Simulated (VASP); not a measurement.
## NiSb (Breithauptite) with AM05 + U: from relaxation to properties

Aim: relax NiSb (Breithauptite), then compute properties on the relaxed cell. The steps: magnetic start: ferromagnetic, magnetic start: antiferromagnetic within the cell, magnetic start: antiferromagnetic, q = (0, 0, 1/2), magnetic start: antiferromagnetic, q = (1/2, 1/2, 1/2), magnetic start: antiferromagnetic, q = (1/2, 1/2, 0), the orders side by side, full relaxation (AM05 + U), second relaxation, single point with fields (AM05 + U), bands along the symmetry lines (AM05 + U), total and projected DOS (AM05 + U) and zone-centre phonons (AM05 + U). The start is a cell from a database of measured crystal structures.

Method: AM05, DFT+U (Ni d 4 eV), spin-polarised from a ferromagnetic start; plane waves and PAW (Ni, Sb), in the first sound run; inputs show where later runs differ, in VASP 6.6.1.

The database entry behind the starting cell differs from later determinations by our own check (c about 0.3 % short), so it need not match the best structure at ambient conditions.

### 1. The starting structure

Symmetry: P6_3/mmc, No. 194, hexagonal system. The conventional cell has a = 3.928 Å, b = 3.928 Å, c = 5.120 Å, α = 90.00°, β = 90.00°, γ = 120.00°. Ni has 2 Ni at 2.56 Å and 6 Sb at 2.60 Å nearest. Sb has 6 Ni at 2.60 Å nearest. Farther neighbours are not listed.

Structure file:

```cif
data_structure
_symmetry_space_group_name_H-M 'P6_3/mmc'
_symmetry_Int_Tables_number 194
_cell_length_a 3.9280
_cell_length_b 3.9280
_cell_length_c 5.1200
_cell_angle_alpha 90.000
_cell_angle_beta 90.000
_cell_angle_gamma 120.000
_cell_volume 68.41
loop_
_atom_site_label
_atom_site_type_symbol
_atom_site_symmetry_multiplicity
_atom_site_Wyckoff_symbol
_atom_site_fract_x
_atom_site_fract_y
_atom_site_fract_z
_atom_site_occupancy
Ni1 Ni 2 a 0.00000 0.00000 0.00000 1
Sb1 Sb 2 c 0.33333 0.66667 0.25000 1
```

### 2. Magnetic start: ferromagnetic

The properties of a magnet depend on its order, so a few collinear patterns are compared first on the cell as listed, beginning with all moments parallel. AM05 is built from the electron gas and the surface model, and does well on lattice constants. A Hubbard U penalises fractional filling of the localised shell, which semilocal functionals favour.

Input file INCAR:

```
SYSTEM = NiSb
PREC = Accurate
ENCUT = 400
EDIFF = 1E-06
NELM = 100
ISMEAR = 0
SIGMA = 0.05
LREAL = .FALSE.
ALGO = Normal
GGA = AM
NBANDS = 25
ISPIN = 2
MAGMOM = 1 1 0 0
LDAU = .TRUE.
LDAUTYPE = 2
LDAUL = 2 -1
LDAUU = 4 0
LDAUJ = 0 0
LDAUPRINT = 1
LASPH = .TRUE.
LMAXMIX = 4
LORBIT = 11
LWAVE = .FALSE.
LCHARG = .FALSE.
KPAR = 8
ISIF = 2
```

Input file POSCAR:

```
NiSb
1.0
    3.9280000000      0.0000000000      0.0000000000
   -1.9640000000      3.4017477861      0.0000000000
    0.0000000000      0.0000000000      5.1200000000
Ni Sb
2 2
Direct
    0.0000000000      0.0000000000      0.0000000000
    0.0000000000      0.0000000000      0.5000000000
    0.3333333333      0.6666666667      0.2500000000
    0.6666666667      0.3333333333      0.7500000000
```

Input file KPOINTS:

```
Automatic mesh
0
Gamma
7 7 5
0 0 0
```

The projector-augmented-wave data sets are Ni and Sb (PBE family, release 64).

The run is started by

```bash
mpirun -np 8 vasp_std
```

The program printed:

```text
[banner, memory and clock lines left out]
running    8 mpi-ranks, on    1 nodes
 distrk:  each k-point on    1 cores,    8 groups
 distr:  one band on    1 cores,    1 groups

 POSCAR found type information on POSCAR NiSb
 POSCAR found :  2 types and       4 ions
|                                                                             |
|           W    W    AA    RRRRR   N    N  II  N    N   GGGG   !!!           |
|           W    W   A  A   R    R  NN   N  II  NN   N  G    G  !!!           |
|           W    W  A    A  R    R  N N  N  II  N N  N  G       !!!           |
|           W WW W  AAAAAA  RRRRR   N  N N  II  N  N N  G  GGG   !            |
|           WW  WW  A    A  R   R   N   NN  II  N   NN  G    G                |
|           W    W  A    A  R    R  N    N  II  N    N   GGGG   !!!           |
|                                                                             |
|     For optimal performance we recommend to set                             |
|       NCORE = 2 up to number-of-cores-per-socket                            |
|     NCORE specifies how many cores store one orbital (NPAR=cpu/NCORE).      |
|     This setting can greatly improve the performance of VASP for DFT.       |
|     The default, NCORE=1 might be grossly inefficient on modern             |
|     multi-core architectures or massively parallel machines. Do your        |
|     Unfortunately you need to use the default for GW and RPA                |
|     calculations (for HF NCORE is supported but not extensively tested      |
|     yet).                                                                   |
|                                                                             |

|                                                                             |
|               ----> ADVICE to this user running VASP <----                  |
|                                                                             |
|     You enforced a specific xc type in the INCAR file but a different       |
|     [... a line on the potential file left out ...]
|     I HOPE YOU KNOW WHAT YOU ARE DOING!                                     |
|                                                                             |

 LDA part: xc-table for (Slater+PW92), standard interpolation
 POSCAR, INCAR and KPOINTS ok, starting setup
 FFT: planning ... GRIDC
 FFT: planning ... GRID_SOFT
 FFT: planning ... GRID
 WAVECAR not read
 entering main loop
       N       E                     dE             d eps       ncg     rms          rms(c)
DAV:   1     0.157629218299E+03    0.15763E+03   -0.10247E+04  2400   0.101E+03
DAV:   2    -0.807228168953E+01   -0.16570E+03   -0.15668E+03  2499   0.239E+02
DAV:   3    -0.170548468743E+02   -0.89826E+01   -0.88191E+01  2964   0.709E+01
DAV:   4    -0.172224400355E+02   -0.16759E+00   -0.16735E+00  2696   0.931E+00
DAV:   5    -0.172273619825E+02   -0.49219E-02   -0.49217E-02  2992   0.161E+00    0.112E+01
DAV:   6    -0.180765050822E+02   -0.84914E+00   -0.78668E+00  2734   0.486E+01    0.973E+00
DAV:   7    -0.168808578923E+02    0.11956E+01   -0.36506E+00  2881   0.369E+01    0.380E+00
DAV:   8    -0.168670690098E+02    0.13789E-01   -0.44812E-01  3253   0.635E+00    0.203E+00
DAV:   9    -0.168679248554E+02   -0.85585E-03   -0.57653E-02  2935   0.344E+00    0.753E-01
DAV:  10    -0.168694140022E+02   -0.14891E-02   -0.85016E-03  3516   0.119E+00    0.323E-01
DAV:  11    -0.168707351929E+02   -0.13212E-02   -0.27332E-03  3609   0.578E-01    0.113E-01
DAV:  12    -0.168709515001E+02   -0.21631E-03   -0.47634E-04  3353   0.258E-01    0.439E-02
DAV:  13    -0.168709952951E+02   -0.43795E-04   -0.10289E-04  3059   0.891E-02    0.354E-02
DAV:  14    -0.168710035389E+02   -0.82438E-05   -0.17807E-05  2715   0.519E-02    0.160E-02
DAV:  15    -0.168710059199E+02   -0.23810E-05   -0.47902E-06  2958   0.225E-02    0.342E-03
DAV:  16    -0.168710061405E+02   -0.22058E-06   -0.79795E-07  1393   0.829E-03
   1 F= -.16871006E+02 E0= -.16870323E+02  d E =-.136563E-02  mag=     0.0000
```

It took 20 s on 8 MPI ranks of AMD EPYC 7R43, shared host; peak memory 1.6 GiB; 2.6 min of CPU time.

The logs omit lines about the potential files and the build; timing stands in the text.

Parts of OUTCAR (step 2):

```text
ion  position               nearest neighbor table
   1  0.000  0.000  0.000-   2 2.56   2 2.56   4 2.60   3 2.60   4 2.60   3 2.60   4 2.60   3 2.60

  LATTYP: Found a hexagonal cell.
 ALAT       =     3.9280000000
 C/A-ratio  =     1.3034623218

 Subroutine GETGRP returns: Found 24 space group operations
 (whereof 12 operations were pure point group operations)

The static configuration has the point symmetry D_3d.
 The point group associated with its full space group is D_6h.

 Found     24 irreducible k-points:

   k-points           NKPTS =     24   k-points in BZ     NKDIM =     24   number of bands    NBANDS=     25

   dimension x,y,z NGX =    28 NGY =   28 NGZ =   36
   dimension x,y,z NGXF=    56 NGYF=   56 NGZF=   72

   ENCUT  =  400.0 eV  29.40 Ry    5.42 a.u.   6.41  6.41  8.35*2*pi/ulx,y,z

   NELECT =      30.0000    total number of electrons

 k-points in reciprocal lattice and weights: Automatic mesh
   0.00000000  0.00000000  0.00000000       0.004
   0.14285714 -0.00000000  0.00000000       0.024
   0.28571429 -0.00000000  0.00000000       0.024
   0.42857143  0.00000000  0.00000000       0.024
   0.14285714  0.14285714  0.00000000       0.024
   0.28571429  0.14285714  0.00000000       0.049
   0.42857143  0.14285714  0.00000000       0.024
   0.28571429  0.28571429  0.00000000       0.024
   0.00000000  0.00000000  0.20000000       0.008
[...]
0.42857143  0.14285714  0.40000000       0.049
   0.28571429  0.28571429  0.40000000       0.049

atom =   1  type =  1  l = 2

 onsite density matrix

spin component  1

  0.8682  0.0000 -0.0000  0.0495  0.0000
  0.0000  0.8633  0.0000  0.0000  0.0495
 -0.0000  0.0000  0.8868 -0.0000  0.0000
  0.0495  0.0000 -0.0000  0.8633 -0.0000
  0.0000  0.0495  0.0000 -0.0000  0.8682

spin component  2

 occupancies and eigenvectors

  o =  0.8162  v =  0.6893  0.0000  0.0000 -0.7245 -0.0000  0.0000  0.0000  0.0000  0.0000  0.0000      0.0000  0.0000  0.0000  0.0000  0.0000  0.0000  0.0000  0.0000  0.0000  0.0000
  o =  0.8162  v =  0.0000 -0.7245 -0.0000 -0.0000  0.6893  0.0000  0.0000  0.0000  0.0000  0.0000      0.0000  0.0000  0.0000  0.0000  0.0000  0.0000  0.0000  0.0000  0.0000  0.0000
  o =  0.8162  v =  0.0000  0.0000  0.0000  0.0000  0.0000  0.6893 -0.0000 -0.0000 -0.7245  0.0000      0.0000  0.0000  0.0000  0.0000  0.0000  0.0000  0.0000  0.0000  0.0000  0.0000
  o =  0.8162  v =  0.0000  0.0000  0.0000  0.0000  0.0000 -0.0000 -0.7245 -0.0000  0.0000  0.6893      0.0000  0.0000  0.0000  0.0000  0.0000  0.0000  0.0000  0.0000  0.0000  0.0000
  o =  0.8868  v =  0.0000 -0.0000  1.0000  0.0000 -0.0000  0.0000  0.0000  0.0000  0.0000  0.0000      0.0000  0.0000  0.0000  0.0000  0.0000  0.0000  0.0000  0.0000  0.0000  0.0000
  o =  0.8868  v =  0.0000  0.0000  0.0000  0.0000  0.0000 -0.0000  0.0000 -1.0000 -0.0000  0.0000      0.0000  0.0000  0.0000  0.0000  0.0000  0.0000  0.0000  0.0000  0.0000  0.0000
  o =  0.9153  v =  0.0000  0.0000  0.0000  0.0000  0.0000  0.7245  0.0000  0.0000  0.6893  0.0000      0.0000  0.0000  0.0000  0.0000  0.0000  0.0000  0.0000  0.0000  0.0000  0.0000
  o =  0.9153  v =  0.0000  0.0000  0.0000  0.0000  0.0000  0.0000 -0.6893 -0.0000  0.0000 -0.7245      0.0000  0.0000  0.0000  0.0000  0.0000  0.0000  0.0000  0.0000  0.0000  0.0000
  o =  0.9153  v =  0.7245 -0.0000 -0.0000  0.6893 -0.0000  0.0000  0.0000  0.0000  0.0000  0.0000      0.0000  0.0000  0.0000  0.0000  0.0000  0.0000  0.0000  0.0000  0.0000  0.0000
  o =  0.9153  v =  0.0000  0.6893  0.0000  0.0000  0.7245  0.0000  0.0000  0.0000  0.0000  0.0000      0.0000  0.0000  0.0000  0.0000  0.0000  0.0000  0.0000  0.0000  0.0000  0.0000

atom =   2  type =  1  l = 2

 onsite density matrix

spin component  1

  0.8682 -0.0000 -0.0000 -0.0495  0.0000
 -0.0000  0.8633 -0.0000  0.0000 -0.0495
 -0.0000 -0.0000  0.8868  0.0000  0.0000
 -0.0495  0.0000  0.0000  0.8633  0.0000
  0.0000 -0.0495  0.0000  0.0000  0.8682

spin component  2

 occupancies and eigenvectors

  o =  0.8162  v = -0.6893 -0.0000  0.0000 -0.7245 -0.0000  0.0000  0.0000  0.0000  0.0000  0.0000      0.0000  0.0000  0.0000  0.0000  0.0000  0.0000  0.0000  0.0000  0.0000  0.0000
  o =  0.8162  v =  0.0000 -0.7245  0.0000  0.0000 -0.6893  0.0000  0.0000  0.0000  0.0000  0.0000      0.0000  0.0000  0.0000  0.0000  0.0000  0.0000  0.0000  0.0000  0.0000  0.0000
  o =  0.8162  v =  0.0000  0.0000  0.0000  0.0000  0.0000 -0.6893  0.0000 -0.0000 -0.7245  0.0000      0.0000  0.0000  0.0000  0.0000  0.0000  0.0000  0.0000  0.0000  0.0000  0.0000
  o =  0.8162  v =  0.0000  0.0000  0.0000  0.0000  0.0000 -0.0000 -0.7245  0.0000 -0.0000 -0.6893      0.0000  0.0000  0.0000  0.0000  0.0000  0.0000  0.0000  0.0000  0.0000  0.0000
  o =  0.8868  v = -0.0000 -0.0000 -1.0000  0.0000  0.0000  0.0000  0.0000  0.0000  0.0000  0.0000      0.0000  0.0000  0.0000  0.0000  0.0000  0.0000  0.0000  0.0000  0.0000  0.0000
  o =  0.8868  v =  0.0000  0.0000  0.0000  0.0000  0.0000  0.0000  0.0000  1.0000 -0.0000 -0.0000      0.0000  0.0000  0.0000  0.0000  0.0000  0.0000  0.0000  0.0000  0.0000  0.0000
  o =  0.9153  v =  0.0000  0.0000  0.0000  0.0000  0.0000  0.7245  0.0000 -0.0000 -0.6893 -0.0000      0.0000  0.0000  0.0000  0.0000  0.0000  0.0000  0.0000  0.0000  0.0000  0.0000
  o =  0.9153  v =  0.0000  0.0000  0.0000  0.0000  0.0000  0.0000 -0.6893  0.0000 -0.0000  0.7245      0.0000  0.0000  0.0000  0.0000  0.0000  0.0000  0.0000  0.0000  0.0000  0.0000
  o =  0.9153  v =  0.7245 -0.0000  0.0000 -0.6893  0.0000  0.0000  0.0000  0.0000  0.0000  0.0000      0.0000  0.0000  0.0000  0.0000  0.0000  0.0000  0.0000  0.0000  0.0000  0.0000
  o =  0.9153  v =  0.0000  0.6893 -0.0000 -0.0000 -0.7245  0.0000  0.0000  0.0000  0.0000  0.0000      0.0000  0.0000  0.0000  0.0000  0.0000  0.0000  0.0000  0.0000  0.0000  0.0000

 average (electrostatic) potential at core
       1 -80.2590       2 -80.2590       3 -82.9332       4 -82.9332

 E-fermi :   9.6651

 spin component 1
 k-point     1 :       0.0000    0.0000    0.0000
  band No.  band energies     occupation
    ...
      9       7.1654      1.00000
     10       7.1654      1.00000
     11       7.9743      1.00000
     12       7.9743      1.00000
     13       9.3181      1.00000
     14      10.5217      0.00000
     15      10.5217      0.00000
     16      12.1340      0.00000
     17      12.1340      0.00000
     18      12.9575      0.00000
    ...

 k-point     2 :       0.1429   -0.0000    0.0000
  band No.  band energies     occupation
    ...
     11       7.9453      1.00000
     12       7.9743      1.00000
     13       8.8994      1.00000
     14       9.2372      1.00000
     15       9.6372      0.78486
     16      11.3372      0.00000
     17      12.8771      0.00000
     18      13.3500      0.00000
     19      14.4488      0.00000
     20      15.4694      0.00000
    ...

 k-point     3 :       0.2857   -0.0000    0.0000
  band No.  band energies     occupation
    ...
     11       7.5319      1.00000
     12       7.8956      1.00000
     13       7.9741      1.00000
     14       8.4253      1.00000
     15       8.9043      1.00000
     16      10.2870      0.00000
     17      11.9130      0.00000
     18      13.4991      0.00000
     19      13.6821      0.00000
     20      15.9444      0.00000
    ...

 k-point     4 :       0.4286    0.0000    0.0000
  band No.  band energies     occupation
    ...
     12       7.4326      1.00000
     13       7.8515      1.00000
     14       7.9741      1.00000
     15       8.0697      1.00000
     16       9.3697      1.00000
     17      10.8768      0.00000
     18      13.1586      0.00000
     19      13.6768      0.00000
     20      15.3690      0.00000
     21      15.4245      0.00000
    ...

 k-point     5 :       0.1429    0.1429    0.0000
  band No.  band energies     occupation
    ...
     11       7.7027      1.00000
     12       7.9099      1.00000
     13       7.9719      1.00000
     14       8.5154      1.00000
     15       9.0644      1.00000
     16      11.7350      0.00000
     17      11.9987      0.00000
     18      12.4052      0.00000
     19      14.8825      0.00000
     20      15.0339      0.00000
    ...

 k-point     6 :       0.2857    0.1429    0.0000
  band No.  band energies     occupation
    ...
     11       7.4441      1.00000
     12       7.7782      1.00000
     13       7.8777      1.00000
     14       7.9650      1.00000
     15       8.6149      1.00000
     16      10.3866      0.00000
     17      11.0250      0.00000
     18      12.1022      0.00000
     19      13.8660      0.00000
     20      14.2886      0.00000
    ...

  Total       -2.8522484     -2.8522484     -2.7023667      0.0000000      0.0000000     -0.0000000
  in kB      -66.7966034    -66.7966034    -63.2865350      0.0000000      0.0000000     -0.0000000
  external PRESSURE =     -65.6265806 kB  Pullay stress =       0.0000000 kB

  energy-cutoff  :      400.00
  volume of cell :       68.41
      direct lattice vectors                 reciprocal lattice vectors
     3.928000000  0.000000000  0.000000000     0.254582485  0.146983266  0.000000000
    -1.964000000  3.401747786  0.000000000     0.000000000  0.293966532  0.000000000
     0.000000000  0.000000000  5.120000000     0.000000000  0.000000000  0.195312500

 POSITION                                       TOTAL-FORCE (eV/Angst)
 -----------------------------------------------------------------------------------
      0.00000      0.00000      0.00000        -0.000000      0.000000      0.000000
      0.00000      0.00000      2.56000        -0.000000      0.000000      0.000000
     -0.00000      2.26783      1.28000        -0.000000      0.000000      0.000000
      1.96400      1.13392      3.84000         0.000000      0.000000     -0.000000
 -----------------------------------------------------------------------------------
    total drift:                               -0.000000      0.000000      0.000000

  FREE ENERGIE OF THE ION-ELECTRON SYSTEM (eV)
  ---------------------------------------------------
  free  energy   TOTEN  =       -16.8710061405 eV

  energy  without entropy=      -16.8696405081  energy(sigma->0) =      -16.87032332

 total charge
# of ion       s       p       d       tot
------------------------------------------
    1        0.429   0.458   8.666   9.553
    2        0.429   0.458   8.666   9.553
    3        1.133   1.198   0.070   2.401
    4        1.133   1.198   0.070   2.401
--------------------------------------------------
tot          3.125   3.311  17.472  23.909

 magnetization (x)
# of ion       s       p       d       tot
------------------------------------------
    1        0.000   0.000  -0.000  -0.000
    2        0.000   0.000  -0.000  -0.000
    3       -0.000   0.000   0.000   0.000
    4       -0.000   0.000   0.000   0.000
--------------------------------------------------
tot         -0.000   0.000  -0.000  -0.000

[... 6 further parts left out ...]
```

The k-mesh is coarse for a metal. A U on the itinerant d states of such a compound is hard to justify; it moves the bands at the Fermi level. The PAW data sets were made with PBE, which is usual practice but a small mismatch for other functionals. At this level the cell is under a tension of 6.6 GPa, so at these settings it is away from equilibrium.

This step gave:

```yaml
scf_cycles: 16
electrons: 30
bands: 25
irreducible_k_points: 24
symmetry_operations: 24
free_energy_toten: -16.87 eV
energy_at_zero_smearing: -16.87 eV
fermi_energy: 9.665 eV
pressure: -6.563 GPa
metallic_judged_on_the_points_sampled: yes
```

The spin moment in the PAW sphere vanishes on all atoms.

The moments fall under 0.1 μB, and the mesh shows no gap.

[end of part 1 of 11]

[Lines on the potential files, build, host, timing and source positions are cut from VASP's logs without a mark.]

[Logs are printed without paths, hosts, clocks, repeated set-up lines and the standing remarks that a program may print on its own settings, such as how far it seeks lower states.]

[Hosts, paths, dates, database ids (printed as entryN), source tags and the programs' standing remarks are cut or masked in the printed files.]

[A measured line is paired with the nearest computed mode of its activity, which favours agreement.]

[In band tables of VASP the shares of atoms and orbitals are scaled to a sum of 1 inside the atoms' spheres.]
